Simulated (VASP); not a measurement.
Output of a VASP run:

**OSZICAR**
```
       N       E                     dE             d eps       ncg     rms          rms(c)
DAV:   1    -0.134603016110E+01   -0.13460E+01   -0.18317E+03  3726   0.554E+02
DAV:   2    -0.655552261512E+01   -0.52095E+01   -0.51403E+01  5730   0.655E+01
DAV:   3    -0.658761861976E+01   -0.32096E-01   -0.31841E-01  4848   0.467E+00
DAV:   4    -0.658765402367E+01   -0.35404E-04   -0.34037E-04  5448   0.141E-01
DAV:   5    -0.658765407013E+01   -0.46461E-07   -0.41657E-07  4848   0.199E-03    0.122E+00
DAV:   6    -0.656626849127E+01    0.21386E-01   -0.20740E-03  4374   0.681E-01    0.745E-01
DAV:   7    -0.655807104938E+01    0.81974E-02   -0.27752E-03  4548   0.790E-01    0.291E-02
DAV:   8    -0.655805028052E+01    0.20769E-04   -0.55892E-06  5526   0.395E-02    0.112E-02
DAV:   9    -0.655805002564E+01    0.25489E-06   -0.17653E-06  4350   0.223E-02    0.626E-04
DAV:  10    -0.655804961097E+01    0.41467E-06   -0.13086E-08  3960   0.185E-03    0.179E-04
DAV:  11    -0.655804944988E+01    0.16109E-06   -0.32762E-09  2526   0.764E-04    0.289E-05
DAV:  12    -0.655804945702E+01   -0.71335E-08   -0.27087E-10  2514   0.254E-04
   1 F= -.65580495E+01 E0= -.65580495E+01  d E =0.000000E+00
```

OUTCAR:
```
------------------------ aborting loop because EDIFF is reached ----------------------------------------
  FORCE on cell =-STRESS in cart. coord.  units (eV):
  Direction    XX          YY          ZZ          XY          YZ          ZX
  --------------------------------------------------------------------------------------
  Total       -0.0631915     -0.0631915      0.1278905      0.0000000     -0.0000000      0.0000000
  in kB       -6.3292174     -6.3292163     12.8094325      0.0000000     -0.0000000      0.0000000
  external PRESSURE =       0.0503329 kB  Pullay stress =       0.0000000 kB
  volume of cell :       16.00
      direct lattice vectors                 reciprocal lattice vectors
     1.138229382 -1.971470948  0.000000000     0.439278768 -0.253617737  0.000000000
     1.138229382  1.971470948  0.000000000     0.439278768  0.253617737  0.000000000
     0.000000000  0.000000000  3.564255308     0.000000000  0.000000000  0.280563516
 POSITION                                       TOTAL-FORCE (eV/Angst)
 -----------------------------------------------------------------------------------
      1.13823      0.65716      0.89106         0.000000     -0.000000      0.000000
      1.13823     -0.65716      2.67319        -0.000000      0.000000      0.000000
 -----------------------------------------------------------------------------------
    total drift:                               -0.000000     -0.000003      0.000005
  FREE ENERGIE OF THE ION-ELECTRON SYSTEM (eV)
  ---------------------------------------------------
  free  energy   TOTEN  =        -6.5580494570 eV

  energy  without entropy=       -6.5580494570  energy(sigma->0) =       -6.55804946

 total charge

# of ion       s       p       d       tot
------------------------------------------
    1        0.402   0.758   0.000   1.160
    2        0.402   0.758   0.000   1.160
--------------------------------------------------
tot          0.805   1.516   0.000   2.320
```
(Selected blocks of OUTCAR.)

### POSCAR
```
Be
1
    1.1382293817    -1.9714709481    -0.0000000000
    1.1382293817     1.9714709481    -0.0000000000
    0.0000000000     0.0000000000     3.5642553079
Be
2
Direct
  0.3333330000   0.6666670000   0.2500000000
  0.6666670000   0.3333330000   0.7500000000
```

**Question.** Reconstruct the remaining input files.

**Answer.** This is not unique; one that fits is the input of the run itself, optB86b-vdW, plane waves, VASP's PBE PAW potentials (set 64).

### KPOINTS
```
Automatic mesh
0
Gamma
20 20 12
0 0 0
```

### INCAR
```
GGA=MK
ENCUT=520
LASPH=T   ! aspherical one-centre terms
PARAM1=0.1234
PARAM2=1.0
PREC=Accurate
ISIF=2
LUSE_VDW=T
NELM=100   ! most electronic steps
ALGO=Normal   ! blocked Davidson
LWAVE=F
LORBIT=11   ! lm-projected
EDIFF=1E-7   ! SCF stop (eV)
ISMEAR=-5
NEDOS=601
SYSTEM=Be
AGGAC=0.0
LREAL=F
LCHARG=T
```

POTCAR, in this order: Be (PBE.64 set). Program: vasp_std.

For a metal the tetrahedron method with Blöchl corrections gives inexact stress and forces.

The compound is Be in the hcp structure. It was relaxed first.
